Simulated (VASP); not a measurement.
A run of VASP 6.6.1 is set up as follows.

The input INCAR:

```
SYSTEM = Si3Br2
PREC = Accurate
ENCUT = 520
EDIFF = 1E-6
ISMEAR = 0
SIGMA = 0.1
LREAL = .FALSE.
LASPH = .TRUE.
NELM = 100
ALGO = Fast
ISIF = 2
LWAVE = .FALSE.
LCHARG = .FALSE.
GGA = PE
NBANDS = 21
```

KPOINTS

```
regular mesh
0
G
  4 4 4
  0 0 0
```

Contents of POSCAR:

```
Si3Br2
1.0
    3.6432077400      2.1034069700      2.9746666700
   -3.6432077400      2.1034069700      2.9746666700
    0.0000000000     -4.2068139400      2.9746666700
Si Br
3 2
Direct
    0.0000000000      0.5000000000      0.0000000000
    0.5000000000      0.0000000000      0.0000000000
    0.0000000000      0.0000000000      0.5000000000
    0.7500000000      0.7500000000      0.7500000000
    0.2500000000      0.2500000000      0.2500000000
```

Potentials or basis: VASP PAW PBE potentials, release 64 (Si, Br).

Command:

```console
$ cat potpaw_PBE.64/Si/POTCAR potpaw_PBE.64/Br/POTCAR > POTCAR
$ mpirun -np 1 vasp_std > vasp.out
```

**Question.** Predict the band gap on the k mesh.

**Answer.** None (metal or under the smearing width).

**Question.** Predict the pressure.

**Answer.** 14.6 GPa.

**Question.** Estimate the largest force.

**Answer.** 3.441 eV/Å.

Forces on the atoms (eV/Å):
```
Si   0.000  0.000  0.000
Si   0.000  0.000  0.000
Si   0.000  0.000  0.000
Br   0.000  0.000 -3.441
Br   0.000  0.000  3.441
```

Caveat: forces of over 1 eV/Å show positions far from the minimum, so gaps and moduli don't describe the material at rest.
